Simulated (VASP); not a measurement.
The input files of a VASP run:

POSCAR:
```
GaN
1
    1.5950000000    -2.7626210000     0.0000000000
    1.5950000000     2.7626210000     0.0000000000
    0.0000000000     0.0000000000     5.1900000000
Ga N
2 2
Direct
  0.6666670000   0.3333330000   0.5000000000
  0.3333330000   0.6666670000   0.0000000000
  0.6666670000   0.3333330000   0.8770000000
  0.3333330000   0.6666670000   0.3770000000
```

File KPOINTS:
```
Automatic mesh
0
Gamma
7 7 4
0 0 0
```

INCAR:
```
SYSTEM = GaN
PREC = Accurate
ENCUT = 520
EDIFF = 1E-6
NELM = 100
ALGO = Normal
LREAL = .FALSE.
LASPH = .TRUE.
ISMEAR = 0
SIGMA = 0.05
GGA = PE
LMAXMIX = 4
LWAVE = .FALSE.
LCHARG = .FALSE.
ISIF = 2
ISPIN = 2
MAGMOM = 1.0 1.0 1.0 1.0 1.0
```

POTCAR, in this order: Ga_d N (PBE.64 set). Program: vasp_std.

One choice in this input is risky. Which, and does it do harm here?

The risk: MAGMOM holds more values than there are atoms. Here it does no harm: the run (PBE GGA, plane waves, VASP's PBE PAW potentials (set 64)) converges to the same energy and pressure as with the safe setting.
OSZICAR:
```
       N       E                     dE             d eps       ncg     rms          rms(c)
DAV:   1     0.275754230896E+03    0.27575E+03   -0.17910E+04  2472   0.281E+03
DAV:   2     0.547978921780E+01   -0.27027E+03   -0.25661E+03  2600   0.513E+02
DAV:   3    -0.261822371024E+02   -0.31662E+02   -0.31424E+02  2712   0.143E+02
DAV:   4    -0.271564241444E+02   -0.97419E+00   -0.97265E+00  3016   0.282E+01
DAV:   5    -0.271715710869E+02   -0.15147E-01   -0.15144E-01  2728   0.309E+00    0.156E+01
DAV:   6    -0.240797486476E+02    0.30918E+01   -0.12929E+01  3928   0.528E+01    0.460E+00
DAV:   7    -0.243180669556E+02   -0.23832E+00   -0.17133E+00  2552   0.111E+01    0.302E+00
DAV:   8    -0.243116288845E+02    0.64381E-02   -0.66372E-02  3160   0.344E+00    0.186E+00
DAV:   9    -0.243089198546E+02    0.27090E-02   -0.58763E-02  3120   0.236E+00    0.717E-01
DAV:  10    -0.243047494853E+02    0.41704E-02   -0.94331E-03  3560   0.165E+00    0.314E-01
DAV:  11    -0.243046992969E+02    0.50188E-04   -0.18482E-03  3368   0.402E-01    0.143E-01
DAV:  12    -0.243048476578E+02   -0.14836E-03   -0.30987E-04  3120   0.180E-01    0.424E-02
DAV:  13    -0.243048759183E+02   -0.28261E-04   -0.64351E-05  2944   0.832E-02    0.142E-02
DAV:  14    -0.243048788263E+02   -0.29080E-05   -0.63385E-06  2736   0.239E-02    0.752E-03
DAV:  15    -0.243048806691E+02   -0.18428E-05   -0.26007E-06  2360   0.109E-02    0.830E-03
DAV:  16    -0.243048804155E+02    0.25351E-06   -0.42405E-07  1632   0.115E-02
   1 F= -.24304880E+02 E0= -.24304880E+02  d E =-.316348E-13  mag=    -0.0000
```

The compound is GaN in the wurtzite structure. The cell was not relaxed at this level.
